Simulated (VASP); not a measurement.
Input:

```
CELL_PARAMETERS angstrom
      5.03306     0.00000     0.00000
      0.00000     5.03306     0.00000
      0.00000     0.00000     5.03306
ATOMIC_POSITIONS crystal
  Nb 0.25000 0.00000 0.50000
  Nb 0.50000 0.25000 0.00000
  Nb 0.50000 0.75000 0.00000
  Nb 0.75000 0.00000 0.50000
  Nb 0.00000 0.50000 0.75000
  Nb 0.00000 0.50000 0.25000
  Sn 0.50000 0.50000 0.50000
  Sn 0.00000 0.00000 0.00000
```

All values below come from PBEsol GGA, VASP's PBE PAW potentials (set 64) (plane waves; VASP). Numerical set-up: 500 eV cut-off, 6×6×6 Γ-centred mesh, first-order Methfessel-Paxton smearing of 0.10 eV, potentials Nb_sv Sn_d.

Energy and stress use the plane-wave basis of the starting cell.

Task: The ions, cell shape and volume at an external pressure of 45.0 GPa are relaxed. What does this cell relax into?

Result: 
```
CELL_PARAMETERS angstrom
      4.95418     0.00000     0.00000
      0.00000     4.95418     0.00000
      0.00000     0.00000     4.95418
ATOMIC_POSITIONS crystal
  Nb 0.25000 0.00000 0.50000
  Nb 0.50000 0.25000 0.00000
  Nb 0.50000 0.75000 0.00000
  Nb 0.75000 0.00000 0.50000
  Nb 0.00000 0.50000 0.75000
  Nb 0.00000 0.50000 0.25000
  Sn 0.50000 0.50000 0.50000
  Sn 0.00000 0.00000 0.00000
```
Space group Pm-3n (223), at a tolerance of 0.03 Å.

Task: How do energy and volume change from the first to the last step?

Result: The energy (σ→0) changes by +171.5 meV/atom and the volume by -4.6 %, in 5 ionic steps.

```tsv
step	E(σ→0) (eV)	max force (eV/Å)	pressure (GPa)	volume (Å³)
1	-74.4512	0.000	29.96	127.50
2	-62.8978	0.000	131.36	101.84
3	-73.2152	0.000	43.72	122.08
4	-73.1114	0.000	44.78	121.71
5	-73.0794	0.000	45.10	121.59
```

The compound is Nb3Sn in the A15 structure. This run relaxes it under an external pressure of 45 GPa. Symmetry was kept, so distortions that lower it aren't found.
